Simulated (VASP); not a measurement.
Computed with optB88-vdW, VASP's PBE PAW potentials (set 64) (plane waves; VASP).

VASP ran on this input.

### INCAR
```
SYSTEM = Ir
PREC = Accurate
ENCUT = 520
EDIFF = 1E-7
NELM = 100
ALGO = Normal
LREAL = .FALSE.
LASPH = .TRUE.
ISMEAR = 1
SIGMA = 0.1
GGA = BO
PARAM1 = 0.1833333333
PARAM2 = 0.22
LUSE_VDW = .TRUE.
AGGAC = 0.0
LMAXMIX = 6
LWAVE = .FALSE.
LCHARG = .FALSE.
ISIF = 2
```

**POSCAR**
```
Ir
2.747220
  0.0000000000   0.7071068045   0.7071068045
  0.7071068045   0.0000000000   0.7071068045
  0.7071068045   0.7071068045   0.0000000000
Ir
1
Cart
  0.0000000000   0.0000000000   0.0000000000
```

File KPOINTS:
```
Automatic mesh
0
G
16 16 16
```

POTCAR, in this order: Ir (PBE.64 set). Program: vasp_std.

Unless said otherwise, spin-orbit coupling is left out, though it shifts the bands of the heavy elements here.

Q: What does the run give for the energy per atom (σ→0), band gap (on the k-mesh)?

A: 
The energy per atom (σ→0) is -6.169 eV/atom and the band gap (on the k-mesh) is none (metal, semimetal or under 0.01 eV).

OSZICAR:
```
...
DAV:   7    -0.617447136790E+01    0.71594E-01   -0.24960E-01  3024   0.639E+00    0.155E+00
DAV:   8    -0.616886545047E+01    0.56059E-02   -0.35708E-03  2608   0.921E-01    0.237E-01
DAV:   9    -0.616878272448E+01    0.82726E-04   -0.19316E-04  3264   0.152E-01    0.155E-02
DAV:  10    -0.616879071795E+01   -0.79935E-05   -0.57499E-06  2656   0.291E-02    0.188E-03
DAV:  11    -0.616879103742E+01   -0.31947E-06   -0.12906E-07  3352   0.453E-03    0.196E-03
DAV:  12    -0.616879084526E+01    0.19217E-06   -0.18831E-08  1416   0.192E-03    0.202E-04
DAV:  13    -0.616879083926E+01    0.59941E-08   -0.60198E-10  1296   0.315E-04
   1 F= -.61687908E+01 E0= -.61686749E+01  d E =-.347801E-03
```

The compound is Ir in the fcc structure. It was relaxed first.
